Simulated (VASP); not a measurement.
**Be2Al5 under changes of volume**

One of the cells (16.097 Å³/atom); the others are scaled copies at fixed shape and fractional positions:

```xyz
7
Lattice="6.4530 0.0000 0.0000 0.0000 6.4530 0.0000 0.0000 0.0000 2.7059" Properties=species:S:1:pos:R:3 pbc="T T T"
Be    3.2265    0.0000    0.0000
Be    0.0000    3.2265    0.0000
Al    5.1021    5.1021    1.3529
Al    1.3509    1.3509    1.3529
Al    1.3509    5.1021    1.3529
Al    5.1021    1.3509    1.3529
Al    3.2265    3.2265    1.3529
```

The cell was built by a generator and needn't be a form met in nature.

| Property | Result |
| --- | --- |
| Program | VASP 6.6.1 |
| Functional | PBE |
| Potentials or basis | VASP PAW PBE potentials, release 64 (Be, Al) |
| Cutoff | 520 eV |
| k mesh | 4 × 4 × 10 |
| Occupations | fermi-dirac, width 0.05 eV |
| Spin | no spin polarisation |

```tsv
volume (Å³/atom)	energy over the lowest point (meV/atom)	pressure (GPa)	largest force (eV/Å)
14.834	14.36	5.3	0.072
15.150	5.70	3.4	0.066
15.465	?	?	?
16.097	0.00	-1.3	0.052
16.412	3.83	-2.6	0.048
16.728	10.07	-3.7	0.045
```

Q: What does the run at 15.465 Å³/atom give?

A: Energy over the lowest point 0.63 meV/atom; pressure 1.7 GPa; largest force 0.061 eV/Å.

Worked out: A Birch-Murnaghan fit of order 3 (a polynomial in V^(-2/3)) to the other rows has its minimum at 15.81 Å³/atom with B0 = V·E''(V) = 74 GPa and B' = 4.0 at fixed shape and positions, which overstates the stiffness. It gives 0.65 meV/atom at 15.465 Å³/atom, against the run's 0.63, and -dE/dV = 1.7 GPa, against 1.7.

Energies are extrapolated to zero smearing.
